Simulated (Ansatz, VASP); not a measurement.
**MgCdO in VASP and in Ansatz**

```
Mg Cd O
1.0
     2.88377    0.00000    0.00000
     0.00000    2.88377    0.00000
     0.00000    0.00000    5.81821
Mg Cd O
1 1 1
Cartesian
  0.0000 0.0000 1.3838
  1.4419 1.4419 4.2927
  1.4419 1.4419 1.3839
```

Alike in both runs: functional PBE; k mesh 6 × 6 × 4; occupations gaussian, width 0.1 eV; no spin polarisation.

Ansatz relaxed the structure, and its values are those at the end. VASP's run is a single point on that final structure, the one shown.

|  | VASP | Ansatz |
| --- | --- | --- |
| version | VASP 6.6.1 | Ansatz 0.2.0 |
| potentials or method | VASP PAW PBE potentials, release 64 (Mg, Cd, O) | scalar-relativistic, plane waves, PAW |
| plane-wave cutoff (eV) | 520 | 420 |
| valence electrons in the cell | 20 | 36 |

Ansatz gave:

- gap on the k mesh at the Fermi level (eV): none
- pressure (GPa): 0.1

Task: What did VASP give for the same quantities?

Result: gap on the k mesh at the Fermi level (eV): none; pressure (GPa): 0.0.

A gap of «none» marks a metal or a gap that the smearing closes. With one functional, cell and mesh, what is left measures potentials, basis and numerics. The two sets of potentials don't hold the same shells in valence.

Caveats: the k mesh is coarse (spacing up to 0.36 Å⁻¹), so the values aren't converged.
